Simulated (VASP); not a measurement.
Energy against volume of ZrC (rock salt). Calculation: PBE GGA, VASP's PBE PAW potentials (set 64) (plane waves; VASP). Settings: 520 eV cut-off, 13×13×13 Γ-centred mesh, first-order Methfessel-Paxton smearing of 0.10 eV, potentials Zr_sv C.

```json
[
 {"V (Å³/atom)": "12.285", "E (eV/atom)": "-9.69444"},
 {"V (Å³/atom)": "12.677", "E (eV/atom)": "-9.72212"},
 {"V (Å³/atom)": "13.069", "E (eV/atom)": "-9.73081"},
 {"V (Å³/atom)": "13.461", "E (eV/atom)": "-9.72318"}
]
```

Q: Fit these four points and predict the energy of the run at 13.853 Å³/atom.

A: A cubic in V^(−2/3), the third-order Birch-Murnaghan form, passes through the four points with V0 = 13.07 Å³/atom and B0 = 222 GPa, and gives -9.7015 eV/atom there. The run gave -9.7015 eV/atom, -0.0 meV/atom from the fit; all five points give B0 = 222 GPa.

The compound is ZrC in the rock salt structure. It was relaxed first.
